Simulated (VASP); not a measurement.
Write the native input for VASP 6.6.1 that does the following.

| Property | Result |
| --- | --- |
| Task | band structure |
| Functional | PBEsol |
| Potentials or basis | VASP PAW PBE potentials, release 64 (Ti_sv, Hf_pv, O) |
| Cutoff | 520 eV |
| k mesh | 5 × 5 × 5 |
| Occupations | gaussian, width 0.02 eV |
| Spin | no spin polarisation |
| Further INCAR settings | ALGO = Normal; EDIFF = 1e-06 |

The system is Hf3TiO8.

```xyz
12
Lattice="5.0112 -0.0213 -0.0017 -0.0216 5.0878 -0.0265 -0.8636 -0.0230 5.1329" Properties=species:S:1:pos:R:3 pbc="T T T"
Ti    0.6843    2.2663    3.6118
Hf    2.8836    4.8274    4.0242
Hf    3.3504    2.7274    1.4806
Hf    1.2295    0.2027    1.0810
O     1.3455    3.6746    4.9576
O     2.2852    1.2522    2.7026
O     2.7711    1.2594    0.1061
O     1.8417    3.8482    2.4313
O     0.0671    1.7068    1.7940
O     4.4879    4.2474    0.7716
O     4.1694    3.3571    3.3645
O    -0.3598    0.8918    4.3032
```

The cell comes from a database or a generator and needn't be the stable form of this composition.

One way to write it, as run:

POSCAR

```
Hf3TiO8                                 
1.0
    5.0111725979     -0.0212676750     -0.0016588339
   -0.0215648939      5.0878460636     -0.0264791293
   -0.8636237824     -0.0230436525      5.1328758850
  Ti              Hf              O             
     1     3     8
Direct
     0.2601664721739151    0.4497163097888535    0.7060613946036957
     0.7155464227238865    0.9553695903154207    0.7891559771303293
     0.7211467861966284    0.5403999552364829    0.2914665919091851
     0.2818753807853593    0.0419686542653202    0.2109196428688763
     0.4387656728373278    0.7284512611155007    0.9697549246497339
     0.5480886637046389    0.2507901866097001    0.5280016423255729
     0.5578824162406517    0.2499693769483428    0.0221454716649836
     0.4531282500326145    0.7604143372770994    0.4777382480259292
     0.0753804115246015    0.3373647689798748    0.3512772502169837
     0.9259034656787727    0.8393894249009676    0.1549524473335633
     0.9484940162117308    0.6667853023935929    0.6592187566031008
     0.0736220418898726    0.1793808321688442    0.8393076526680465
```

INCAR.step1

```
PREC = Accurate
ENCUT = 520
EDIFF = 1E-6
ISMEAR = 0
SIGMA = 0.02
LREAL = False
LASPH = True
NELM = 80
ALGO = Normal
ISIF = 2
LWAVE = False
LCHARG = True
LMAXMIX = 4
GGA = PS
```

KPOINTS.step1

```
regular mesh
0
Gamma
  5 5 5
```

INCAR.step2

```
PREC = Accurate
ENCUT = 520
EDIFF = 1E-6
ISMEAR = 0
SIGMA = 0.05
LREAL = False
LASPH = True
NELM = 80
ALGO = Normal
ISIF = 2
LWAVE = False
LCHARG = False
LMAXMIX = 4
GGA = PS
ICHARG = 11
```

KPOINTS.step2

```
path GYHCEM1AXH1,MDZ,YD
10
line-mode
reciprocal
 0.0000000000  0.0000000000  0.0000000000  G
 0.0000000000  0.0000000000  0.5000000000  Y

 0.0000000000  0.0000000000  0.5000000000  Y
-0.4317401723  0.0000000000  0.5742568418  H

-0.4317401723  0.0000000000  0.5742568418  H
-0.5000000000  0.0000000000  0.5000000000  C

-0.5000000000  0.0000000000  0.5000000000  C
-0.5000000000  0.5000000000  0.5000000000  E

-0.5000000000  0.5000000000  0.5000000000  E
-0.5682598277  0.5000000000  0.4257431582  M1

-0.5682598277  0.5000000000  0.4257431582  M1
-0.5000000000  0.5000000000  0.0000000000  A

-0.5000000000  0.5000000000  0.0000000000  A
-0.5000000000  0.0000000000  0.0000000000  X

-0.5000000000  0.0000000000  0.0000000000  X
-0.5682598277  0.0000000000  0.4257431582  H1

-0.4317401723  0.5000000000  0.5742568418  M
 0.0000000000  0.5000000000  0.5000000000  D

 0.0000000000  0.5000000000  0.5000000000  D
 0.0000000000  0.5000000000  0.0000000000  Z

 0.0000000000  0.0000000000  0.5000000000  Y
 0.0000000000  0.5000000000  0.5000000000  D
```

Potentials or basis: VASP PAW PBE potentials, release 64 (Ti_sv, Hf_pv, O).

Command:

```sh
$ cat potpaw_PBE.64/Ti_sv/POTCAR potpaw_PBE.64/Hf_pv/POTCAR potpaw_PBE.64/O/POTCAR > POTCAR
$ cp INCAR.step1 INCAR
$ cp KPOINTS.step1 KPOINTS
$ mpirun -np 1 vasp_std > vasp.out
$ cp INCAR.step2 INCAR
$ cp KPOINTS.step2 KPOINTS
$ mpirun -np 1 vasp_std > vasp.out
```

Results of the run:

* Band gap on the k mesh: 2.91 eV, indirect (least direct gap 2.96 eV)
* Band gap along the path: 2.89 eV, indirect (least direct gap 2.96 eV)

Caveat: the log is that of the step along the path at fixed density, whose energy, stress, charges and moments have no meaning; spin-orbit coupling is left out, which moves the levels of the heavy elements.

Wall time 19 min on 1 thread of Intel(R) Xeon(R) Platinum 8175M CPU @ 2.50GHz (Skylake/Cascade Lake) (shared host), peak memory 0.67 GiB.
